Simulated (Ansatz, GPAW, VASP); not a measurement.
MoI: programs and potentials compared

```xyz
2
Lattice="3.6233 0.0000 0.0000 0.0000 3.6233 0.0000 0.0000 0.0000 5.0421" Properties=species:S:1:pos:R:3 pbc="T T T"
Mo    1.8116    1.8116    2.5210
I     0.0000    0.0000    2.5210
```

The cell comes from a database or a generator and needn't be the stable form of this composition.

Alike in all runs: task band structure; functional LDA; k mesh 5 × 5 × 4; occupations fermi-dirac, width 0.05 eV; no spin polarisation; no spin-orbit coupling. LDA stands for any of its common fits. Pressure is positive in compression and, in plane waves, holds the error of the finite cutoff, which Ansatz's Pulay term estimates and takes out.

```csv
program and potentials,plane-wave cutoff (eV),notes,pressure (GPa)
"Ansatz, Ansatz PAW",420,"potentials made for PBE, which Ansatz adapts in part; 15.5 valence electrons an atom on average; Pulay term of +0.02 GPa included",5.85
"GPAW, the program's PAW data sets (release 1.2.1) made for this functional",600,10.5 valence electrons an atom on average,6.55
"VASP, LDA PAW files I, Mo_sv, 520 eV",520,10.5 valence electrons an atom on average,5.86
```

The pressure spans 5.85 (Ansatz, Ansatz PAW) to 6.55 GPa (GPAW, the program's PAW data sets (release 1.2.1) made for this functional).

The functional is the same throughout but for its coding, so the spread measures potentials, basis and numerics; runs on potential files found faulty are left out.
